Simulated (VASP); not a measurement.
These are PBE GGA, VASP's PBE PAW potentials (set 64) (plane waves; VASP) values and carry that method's errors.

VASP ran on this input.

INCAR:
```
! general
SYSTEM  = ZnCr3C
PREC    = Accurate
ENCUT   = 520
LREAL   = .FALSE.   ! projection in real space or not
LASPH   = .TRUE.   ! aspherical one-centre terms

! electronic loop
EDIFF   = 1E-6
NELM    = 100   ! most electronic steps
ALGO    = Normal   ! blocked Davidson
LMAXMIX = 4   ! l cut-off of mixed one-centre charges

! smearing
ISMEAR  = 0
SIGMA   = 0.05   ! width (eV)

! functional
GGA     = PE   ! PBE

! spin
ISPIN   = 2   ! spin-polarised
MAGMOM  = 2*0.0 3*3.0
NUPDOWN = 9

! ions
ISIF    = 2   ! forces and stress, cell fixed

! output
LWAVE   = .FALSE.
LCHARG  = .FALSE.
LORBIT  = 10
```

**POSCAR**
```
ZnCr3C
1
    3.9941610000     0.0000000000     0.0000000000
    0.0000000000     3.9941610000     0.0000000000
    0.0000000000     0.0000000000     3.9941610000
Zn C Cr
1 1 3
Direct
  0.0000000000   0.0000000000   0.0000000000
  0.5000000000   0.5000000000   0.5000000000
  0.0000000000   0.5000000000   0.5000000000
  0.5000000000   0.5000000000   0.0000000000
  0.5000000000   0.0000000000   0.5000000000
```

**KPOINTS**
```
K-points
0
gamma
  5 5 5
0 0 0
```

POTCAR, in this order: Zn C Cr_pv (PBE.64 set). Program: vasp_std.

Output

### OSZICAR
```
       N       E                     dE             d eps       ncg     rms          rms(c)
DAV:   1     0.581657100365E+03    0.58166E+03   -0.28170E+04  1464   0.186E+03
DAV:   2     0.468106738447E+01   -0.57698E+03   -0.56055E+03  1440   0.521E+02
DAV:   3    -0.421953881179E+02   -0.46876E+02   -0.45111E+02  1556   0.155E+02
DAV:   4    -0.441590315853E+02   -0.19636E+01   -0.19352E+01  1636   0.296E+01
DAV:   5    -0.442123687472E+02   -0.53337E-01   -0.53313E-01  1744   0.457E+00    0.255E+01
DAV:   6    -0.374842714774E+02    0.67281E+01   -0.46984E+01  1816   0.560E+01    0.113E+01
DAV:   7    -0.371674123898E+02    0.31686E+00   -0.79704E+00  1560   0.236E+01    0.689E+00
DAV:   8    -0.371507789667E+02    0.16633E-01   -0.51340E-01  1676   0.583E+00    0.341E+00
DAV:   9    -0.371243121158E+02    0.26467E-01   -0.90803E-02  1592   0.202E+00    0.103E+00
DAV:  10    -0.371222992618E+02    0.20129E-02   -0.77921E-03  1952   0.928E-01    0.310E-01
DAV:  11    -0.371223548134E+02   -0.55552E-04   -0.13925E-03  1648   0.289E-01    0.156E-01
DAV:  12    -0.371223601471E+02   -0.53338E-05   -0.13659E-04  1884   0.620E-02    0.690E-02
DAV:  13    -0.371223628835E+02   -0.27364E-05   -0.19842E-05  1600   0.311E-02    0.224E-02
DAV:  14    -0.371223634325E+02   -0.54895E-06   -0.71320E-06  1548   0.171E-02
   1 F= -.37122363E+02 E0= -.37118280E+02  d E =-.816635E-02  mag=     9.0000
```

### OUTCAR
```
------------------------ aborting loop because EDIFF is reached ----------------------------------------
  FORCE on cell =-STRESS in cart. coord.  units (eV):
  Direction    XX          YY          ZZ          XY          YZ          ZX
  --------------------------------------------------------------------------------------
  Total        2.2141928      2.2141928      2.2141928     -0.0000000      0.0000000     -0.0000000
  in kB       55.6736018     55.6736018     55.6736018     -0.0000000      0.0000000     -0.0000000
  external PRESSURE =      55.6736018 kB  Pullay stress =       0.0000000 kB
  volume of cell :       63.72
      direct lattice vectors                 reciprocal lattice vectors
     3.994161000  0.000000000  0.000000000     0.250365471  0.000000000  0.000000000
     0.000000000  3.994161000  0.000000000     0.000000000  0.250365471  0.000000000
     0.000000000  0.000000000  3.994161000     0.000000000  0.000000000  0.250365471
 POSITION                                       TOTAL-FORCE (eV/Angst)
 -----------------------------------------------------------------------------------
      0.00000      0.00000      0.00000         0.000000      0.000000      0.000000
      1.99708      1.99708      1.99708         0.000000      0.000000      0.000000
      0.00000      1.99708      1.99708         0.000000      0.000000      0.000000
      1.99708      1.99708      0.00000         0.000000      0.000000      0.000000
      1.99708      0.00000      1.99708         0.000000      0.000000      0.000000
 -----------------------------------------------------------------------------------
    total drift:                                0.000000      0.000000     -0.000000
  FREE ENERGIE OF THE ION-ELECTRON SYSTEM (eV)
  ---------------------------------------------------
  free  energy   TOTEN  =       -37.1223634325 eV

  energy  without entropy=      -37.1141970824  energy(sigma->0) =      -37.11828026

 total charge

# of ion       s       p       d       tot
------------------------------------------
    1        0.607   0.489   9.705  10.800
    2        0.897   1.592   0.000   2.489
    3        0.308   6.325   4.176  10.809
    4        0.308   6.325   4.176  10.809
    5        0.308   6.325   4.176  10.809
--------------------------------------------------
tot          2.429  21.056  22.232  45.717

 magnetization (x)

# of ion       s       p       d       tot
------------------------------------------
    1       -0.056  -0.040   0.068  -0.029
    2       -0.029  -0.164   0.000  -0.192
    3        0.016   0.035   2.821   2.873
    4        0.016   0.035   2.821   2.873
    5        0.016   0.035   2.821   2.873
--------------------------------------------------
tot         -0.036  -0.100   8.532   8.397
```
(Selected blocks of OUTCAR.)

File OUTCAR:
```
 val. band max:        7.4702171842   @ k =   0.2000   0.0000   0.0000

 cond. band min:       6.5520192907   @ k =   0.4000   0.2000   0.0000


 Fermi energy:         7.5324346583

 spin component 1

 k-point     1 :       0.0000    0.0000    0.0000
  band No.  band energies     occupation
      1     -36.9208      1.00000
      2     -36.9208      1.00000
      3     -36.9208      1.00000
      4     -36.7375      1.00000
      5     -36.7375      1.00000
      6     -36.7375      1.00000
      7     -36.6826      1.00000
      8     -36.6826      1.00000
      9     -36.6826      1.00000
     10      -5.5292      1.00000
     11       0.1302      1.00000
     12       0.1302      1.00000
     13       0.1814      1.00000
     14       0.2365      1.00000
     15       0.2365      1.00000
     16       0.2365      1.00000
     17       4.2360      1.00000
     18       4.2360      1.00000
     19       4.2360      1.00000
     20       4.5523      1.00000
     21       4.5523      1.00000
     22       4.5523      1.00000
     23       4.6354      1.00000
     24       4.6354      1.00000
     25       6.5851      1.00000
     26       6.5851      1.00000
     27       6.5851      1.00000
     28       6.8277      1.00000
     29       6.8277      1.00000
     30       7.6746      0.00003
     31       7.8594      0.00000
     32       7.8594      0.00000
     33       7.8594      0.00000
     34      11.0052      0.00000
     35      11.0052      0.00000
     36      11.0052      0.00000

 k-point     2 :       0.2000    0.0000    0.0000
  band No.  band energies     occupation
      1     -36.9094      1.00000
      2     -36.9094      1.00000
      3     -36.9007      1.00000
      4     -36.7413      1.00000
      5     -36.7413      1.00000
      6     -36.7384      1.00000
      7     -36.7052      1.00000
      8     -36.6903      1.00000
      9     -36.6903      1.00000
     10      -5.2772      1.00000
...
```

The moments were started parallel, and other spin orders were not tried in this run.

The structure was generated: ZnCr3C was put into the cubic-perovskite type (Pm-3m), which need not be its known phase. The cell was not relaxed at this level. The run is one of a series of settings (NUPDOWN = 9 against the base run), some of them coarse on purpose.
